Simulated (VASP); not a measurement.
Input of a VASP 6.6.1 run:

The input INCAR:

```
SYSTEM = Y7ScCo12
PREC = Accurate ; ENCUT = 520
EDIFF = 1E-6 ; ISMEAR = -1
SIGMA = 0.0888 ; LREAL = Auto
LASPH = .TRUE. ; NELM = 100
ALGO = Fast ; ISIF = 2
LWAVE = .FALSE. ; LCHARG = .FALSE.
GGA = PE ; ISYM = 0
NBANDS = 114
```

File KPOINTS:

```
Automatic mesh
0
Gamma
  1 1 1
  0.25 0.25 0.25
```

Contents of POSCAR:

```
Y7ScCo12
1.0
    7.3481230000     -0.0210600000      0.0880990000
   -0.0210600000      7.3126570000     -0.0555720000
    0.0880990000     -0.0555720000      7.0173870000
Co Y Sc
12 7 1
Direct
    0.1230720941      0.2340317850      0.7596320519
    0.9878853388      0.9658403095      0.9664765485
    0.7068521404      0.9618796242      0.2119855450
    0.5627870299      0.1942050766      0.0902580106
    0.3688818320      0.5424471970      0.1508968730
    0.3142912915      0.0539164113      0.9191183975
    0.8244825537      0.2598060748      0.9488790991
    0.3940521664      0.8514313947      0.1894840834
    0.1863377893      0.3208142548      0.0756915810
    0.3534822478      0.7931983171      0.6551121072
    0.2062449574      0.4990325870      0.4764561602
    0.9137769506      0.9430784190      0.5032725028
    0.0090337144      0.6421676951      0.7284215167
    0.2862361500      0.0986873688      0.3946006022
    0.0220510498      0.6877132435      0.1858070426
    0.6455036279      0.0759878513      0.6765598894
    0.8777492120      0.2731055371      0.3397703722
    0.5763880674      0.7768672952      0.9398677680
    0.6291286856      0.6915025002      0.4334223791
    0.4056402562      0.4223917383      0.7656394970
```

Potentials or basis: VASP PAW PBE potentials, release 64 (Co, Y_sv, Sc_sv).

Run with:

```bash
$ cat potpaw_PBE.64/Co/POTCAR potpaw_PBE.64/Y_sv/POTCAR potpaw_PBE.64/Sc_sv/POTCAR > POTCAR
$ mpirun -np 1 vasp_std > vasp.out
```

(1) Predict the band gap on the k mesh.

(2) Estimate the pressure.

(3) Predict the largest force.

## Answers

(1) 0.03 eV, direct.

(2) -1.4 GPa.

(3) 2.749 eV/Å.
